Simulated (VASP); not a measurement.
# Zr2Zn2N3 (P-3m1) in VASP: notebook

One crystal, Zr2Zn2N3, is run at these levels: PBE; tasks: single point.

Everything below comes from runs of VASP 6.6.1. Logs are shortened: lines on timing, memory, paths and dates and some standing lists are left out, and cuts for length are marked.

### 1 The crystal as given

It takes space group P-3m1 (No. 164, trigonal). The conventional cell has a = 3.220 Å, b = 3.220 Å, c = 10.279 Å, α = 90.00°, β = 90.00°, γ = 120.00°. Around Zr (site symmetry 3m) lie 6 N at 2.21 to 2.32 Å. Zn (site symmetry 3m) has 3 N at 2.46 Å and 3 Zn at 2.65 Å and 1 Zr at 2.80 Å as nearest neighbours. N (site symmetry -3m) has 6 Zr at 2.32 Å as nearest neighbours. Around N (site symmetry 3m) lie 3 Zr at 2.21 Å and 3 Zn at 2.46 Å.

The cell comes from a database or a generator and needn't be the stable form of this composition.

### 2 Single point, PBE

Contents of INCAR:

```
PREC     = Accurate       # precision mode
ENCUT    = 520            # plane-wave cutoff, eV
EDIFF    = 1E-6           # SCF threshold, eV
ISMEAR   = 0              # smearing method
SIGMA    = 0.1            # smearing width, eV
LREAL    = False          # projectors in reciprocal space
LASPH    = True           # aspherical terms in the spheres
NELM     = 60             # most SCF steps
ALGO     = Fast           # electronic algorithm
ISIF     = 2              # what is computed and relaxed
LWAVE    = False          # write WAVECAR
LCHARG   = False          # write CHGCAR
GGA      = PE             # functional
NBANDS   = 40             # bands
```

Contents of KPOINTS:

```
regular mesh
0
Gamma
  10 10 3
```

Contents of POSCAR:

```
Zr2Zn2N3
3.2204
    1.000002175817      0.000000000000      0.000000000000
   -0.500001087908      0.866027288101      0.000000000000
    0.000000000000      0.000000000000      3.191707862377
Zr Zn N
2 2 3
Direct
    0.3333333333      0.6666666667      0.1350020000
    0.6666666667      0.3333333333      0.8649980000
    0.6666666667      0.3333333333      0.5921750000
    0.3333333333      0.6666666667      0.4078250000
    0.0000000000      0.0000000000      0.0000000000
    0.6666666667      0.3333333333      0.2518160000
    0.3333333333      0.6666666667      0.7481840000
```

Potentials or basis: VASP PAW PBE potentials, release 64 (Zr_sv, Zn, N).

On the command line:

```
$ cat potpaw_PBE.64/Zr_sv/POTCAR potpaw_PBE.64/Zn/POTCAR potpaw_PBE.64/N/POTCAR > POTCAR
$ mpirun -np 1 vasp_std > vasp.out
```

OUTCAR:

```text
PREC = Accurate
   ENCUT = 520
   EDIFF = 1E-6
   ISMEAR = 0
   LREAL = False
   LASPH = True
   NELM = 60
   ISIF = 2
   GGA = PE

 ion  position               nearest neighbor table
   1  0.333  0.667  0.135-   6 2.21   6 2.21   6 2.21   5 2.32   5 2.32   5 2.32   4 2.80   2 3.34
                             2 3.34   2 3.34
   2  0.667  0.333  0.865-   7 2.21   7 2.21   7 2.21   5 2.32   5 2.32   5 2.32   3 2.80   1 3.34
                             1 3.34   1 3.34
   3  0.667  0.333  0.592-   4 2.65   4 2.65   4 2.65   2 2.80
   4  0.333  0.667  0.408-   3 2.65   3 2.65   3 2.65   1 2.80
   5  0.000  0.000  0.000-   1 2.32   2 2.32   2 2.32   1 2.32   2 2.32   1 2.32
   6  0.667  0.333  0.252-   1 2.21   1 2.21   1 2.21
   7  0.333  0.667  0.748-   2 2.21   2 2.21   2 2.21

  LATTYP: Found a hexagonal cell.
 ALAT       =     3.2204070070
 C/A-ratio  =     3.1917009178

  Lattice vectors:

 A1 = (   3.2204070070,   0.0000000000,   0.0000000000)
 A2 = (  -1.6102035035,   2.7889542786,   0.0000000000)
 A3 = (   0.0000000000,   0.0000000000,  10.2785760000)

Analysis of symmetry for initial positions (statically):
=====================================================================
 Subroutine PRICEL returns:
 Original cell was already a primitive cell.

 Routine SETGRP: Setting up the symmetry group for a
 hexagonal supercell.

 Subroutine GETGRP returns: Found 12 space group operations
 (whereof 12 operations were pure point group operations)
 out of a pool of 24 trial point group operations.

The static configuration has the point symmetry D_3d.

Analysis of symmetry for dynamics (positions and initial velocities):
=====================================================================
 Subroutine PRICEL returns:
 Original cell was already a primitive cell.

 Routine SETGRP: Setting up the symmetry group for a
 hexagonal supercell.

 Subroutine GETGRP returns: Found 12 space group operations
 (whereof 12 operations were pure point group operations)
 out of a pool of 24 trial point group operations.

The dynamic configuration has the point symmetry D_3d.

 Subroutine INISYM returns: Found 12 space group operations
 (whereof 12 operations are pure point group operations),
 and found     1 'primitive' translations

----------------------------------------------------------------------------------------
[... 102 lines left out ...]
   NELM   =     60;   NELMIN=  2; NELMDL= -5     # of ELM steps
   EDIFF  = 0.1E-05   stopping-criterion for ELM
   LREAL  =      F    real-space projection
   EDIFFG = 0.1E-04   stopping-criterion for IOM
   NSW    =      0    number of steps for IOM
   IBRION =     -1    ionic relax: 0-MD 1-quasi-New 2-CG
   NFREE  =      0    steps in history (QN), initial steepest desc. (CG)
   ISIF   =      2    stress and relaxation
   ISYM   =      2    0-nonsym 1-usesym 2-fastsym
   POTIM  = 0.5000    time-step for ionic-motion
   TEBEG  =    0.0;   TEEND  =   0.0 temperature during run
   PSTRESS=    0.0 pullay stress
   NELECT =      63.0000    total number of electrons
   NUPDOWN=      -1.0000    fix difference up-down
   EMIN   =  10.00;   EMAX   =-10.00  energy-range for DOS
   EFERMI =   0.00;   METHOD = LEGACY
   ISMEAR =     0;   SIGMA  =   0.10  broadening in eV -4-tet -1-fermi 0-gaus
   EFERMI_NEDOS =   21; number of points for ismear=-14 and -15
   IALGO  =     68    algorithm
   IMIX   =      4    mixing-type and parameters
     AMIX     =   0.40;   BMIX     =  1.00
     AMIX_MAG =   1.60;   BMIX_MAG =  1.00
  volume/ion in A,a.u.               =      13.19        89.00
  Fermi-wavevector in a.u.,A,eV,Ry     =   1.441319  2.723697 28.264732  2.077399
  Thomas-Fermi vector in A             =   2.559964
   LORBIT       =      0    0 simple, 1 ext, 2 COOP (PROOUT), +10 PAW based schemes
   GGA     = PE    functional components
   LHFCALC =     F    Hartree Fock is set to
   AEXX    =    0.0000 exact exchange contribution
   IVDW    =     0    specifies the selected vdW correction
   LEPSILON=     F    determine dielectric tensor
   LRPA    =     F    only Hartree local field effects (RPA)
 non-spin polarized calculation
 RMM-DIIS sequential band-by-band and
 Gauss-broadening in eV      SIGMA  =   0.10
  energy-cutoff  :      520.00
  volume of cell :       92.32
 maximum number of plane-waves:      2516
   NGX = 11   NGY = 11   NGZ = 39

 number of electron      63.0000031 magnetization

 Free energy of the ion-electron system (eV)
  ---------------------------------------------------
  ext. energy  EPLUGINS =         0.00000000
  ---------------------------------------------------
  free energy    TOTEN  =       -50.11704656 eV

  energy without entropy =      -50.11247237  energy(sigma->0) =      -50.11475947

 E-fermi :   7.1995     XC(G=0): -11.6691

 val. band max:        7.1437423902   @ k =   0.2000   0.0000   0.0000
 cond. band min:       7.2276800801   @ k =  -0.1000   0.5000   0.3333
 fundamental gap:      0.0839376899
 Fermi energy:         7.1995227688

 k-point     1 :       0.0000    0.0000    0.0000
  band No.  band energies     occupation
      1     -42.1798      2.00000
      2     -42.1296      2.00000
      3     -20.6578      2.00000
      4     -20.1838      2.00000
      5     -19.8729      2.00000
      6     -19.8729      2.00000
[... 1021 lines left out ...]
     39      11.9529      0.00000
     40      12.1345      0.00000

 [... further k-points ...]
[... 5 lines left out ...]
  --------------------------------------------------------------------------------------
  -------------------------------------------------------------------------------------
  Total       -1.3587245     -1.3587245     -1.2737594     -0.0000000      0.0000000      0.0000000
  in kB      -23.5807107    -23.5807107    -22.1061385     -0.0000000      0.0000000      0.0000000
  external PRESSURE =     -23.0891866 kB  Pullay stress =       0.0000000 kB

 VOLUME and BASIS-vectors are now :
 -----------------------------------------------------------------------------
  energy-cutoff  :      520.00
  volume of cell :       92.32
      direct lattice vectors                 reciprocal lattice vectors
     3.220407007  0.000000000  0.000000000     0.310519757  0.179278665  0.000000000
    -1.610203503  2.788954279  0.000000000     0.000000000  0.358557330  0.000000000
     0.000000000  0.000000000 10.278576000     0.000000000  0.000000000  0.097289741

 POSITION                                       TOTAL-FORCE (eV/Angst)
 -----------------------------------------------------------------------------------
     -0.00000      1.85930      1.38763        -0.000000     -0.000000      0.060575
      1.61020      0.92965      8.89095        -0.000000      0.000000     -0.060575
      1.61020      0.92965      6.08672         0.000000      0.000000      0.050906
     -0.00000      1.85930      4.19186         0.000000     -0.000000     -0.050906
      0.00000      0.00000      0.00000         0.000000      0.000000      0.000000
      1.61020      0.92965      2.58831        -0.000000     -0.000000     -0.192233
     -0.00000      1.85930      7.69027         0.000000     -0.000000      0.192233
 -----------------------------------------------------------------------------------
    total drift:                                0.000000     -0.000000      0.000000

  FREE ENERGIE OF THE ION-ELECTRON SYSTEM (eV)
  ---------------------------------------------------
  free  energy   TOTEN  =       -50.1170465628 eV

  energy  without entropy=      -50.1124723728  energy(sigma->0) =      -50.11475947
```

OSZICAR:

```text
N       E                     dE             d eps       ncg     rms          rms(c)
DAV:   1     0.696970000591E+03    0.69697E+03   -0.30299E+04  2880   0.194E+03
DAV:   2     0.339840261282E+02   -0.66299E+03   -0.62790E+03  2984   0.510E+02
DAV:   3    -0.524014086142E+02   -0.86385E+02   -0.83154E+02  3608   0.173E+02
[... 30 lines left out ...]
RMM:  34    -0.501170442015E+02   -0.74601E-06   -0.12808E-05  2996   0.168E-02    0.979E-04
RMM:  35    -0.501170448768E+02   -0.67533E-06   -0.11403E-05  2639   0.162E-02    0.748E-04
RMM:  36    -0.501170454642E+02   -0.58737E-06   -0.10673E-05  2528   0.158E-02    0.796E-04
RMM:  37    -0.501170460352E+02   -0.57101E-06   -0.10413E-05  2540   0.155E-02    0.701E-04
RMM:  38    -0.501170465628E+02   -0.52768E-06   -0.99236E-06  2524   0.151E-02
   1 F= -.50117047E+02 E0= -.50114759E+02  d E =-.457419E-02
```

It took 4.6 min on 1 thread of Intel Xeon Platinum 8488C (Sapphire Rapids), shared host; peak memory 0.27 GiB.

Results:

| Property | Result |
| --- | --- |
| Free energy | -50.1170 eV |
| Pressure | -2.3 GPa |
| Largest force | 0.192 eV/Å |
| Band gap on the k mesh | none (metal or under the smearing width) |

Forces in eV/Å, atoms in the order of the input:
```
Zr   0.000  0.000  0.061
Zr   0.000  0.000 -0.061
Zn   0.000  0.000  0.051
Zn   0.000  0.000 -0.051
N    0.000  0.000  0.000
N    0.000  0.000 -0.192
N    0.000  0.000  0.192
```

Stress tensor (GPa, compression positive):
```
-2.36  0.00  0.00
 0.00 -2.36  0.00
 0.00  0.00 -2.21
```

### 3 Single point, PBE

Contents of run.py:

```python
from ase.calculators.vasp import Vasp
from ase.dft.bandgap import bandgap
from ase.io import read

atoms = read('POSCAR')
calc = Vasp(
    directory='calc',
    xc='pbe',
    pp='PBE',
    setups='materialsproject',
    prec='Accurate',
    encut=520,
    ediff=1e-06,
    ismear=0,
    sigma=0.1,
    lreal=False,
    lasph=True,
    nelm=80,
    algo='Normal',
    isif=2,
    lwave=False,
    lcharg=False,
    kpts=[10, 10, 3],
    gamma=True,
    nbands=40,
)
atoms.calc = calc

print('energy (eV):', atoms.get_potential_energy())
print('free energy (eV):', atoms.get_potential_energy(force_consistent=True))
print('forces (eV/A):')
print(atoms.get_forces())
print('stress (eV/A^3, Voigt):', atoms.get_stress())
print('Fermi level (eV):', calc.get_fermi_level())
gap, top, bottom = bandgap(calc)
print('band gap (eV):', gap, 'from (spin, k, band)', top, 'to', bottom)
```

Changes to POSCAR since step 2:

```diff
@@ -1,6 +1,6 @@
 Zr2Zn2N3
-3.2204
-    1.000002175817      0.000000000000      0.000000000000
-   -0.500001087908      0.866027288101      0.000000000000
-    0.000000000000      0.000000000000      3.191707862377
+1.0
+    3.2204070070      0.0000000000      0.0000000000
+   -1.6102035035      2.7889542786      0.0000000000
+    0.0000000000      0.0000000000     10.2785760000
 Zr Zn N
```

Potentials or basis: VASP PAW PBE potentials, release 64 (Zr_sv, Zn, N).

On the command line:

```
$ python run.py
```

It took 2.3 min on 1 thread of Intel Xeon Platinum 8488C (Sapphire Rapids), shared host; peak memory 0.26 GiB.

It converged, with:

```
Free energy            : -50.1171 eV
Pressure               : -2.3 GPa
Largest force          : 0.193 eV/Å
Band gap on the k mesh : none (metal or under the smearing width)
```

Forces on the atoms (eV/Å):
```
Zr   0.000  0.000  0.066
Zr   0.000  0.000 -0.066
Zn   0.000  0.000  0.051
Zn   0.000  0.000 -0.051
N    0.000  0.000  0.000
N    0.000  0.000 -0.193
N    0.000  0.000  0.193
```

Stress tensor (GPa, compression positive):
```
-2.36  0.00  0.00
 0.00 -2.36  0.00
 0.00  0.00 -2.21
```

Levels at points of the mesh, in eV from the Fermi level:
| k point | band 29 | band 30 | band 31 | band 32 | band 33 | band 34 |
| --- | --- | --- | --- | --- | --- | --- |
| (0.00, 0.00, 0.00) | -3.04 | -1.63 | -1.63 | 0.98 | 0.98 | 1.23 |
| (0.50, 0.00, 0.00) | -2.85 | -2.17 | -1.90 | -0.82 | 0.43 | 0.86 |
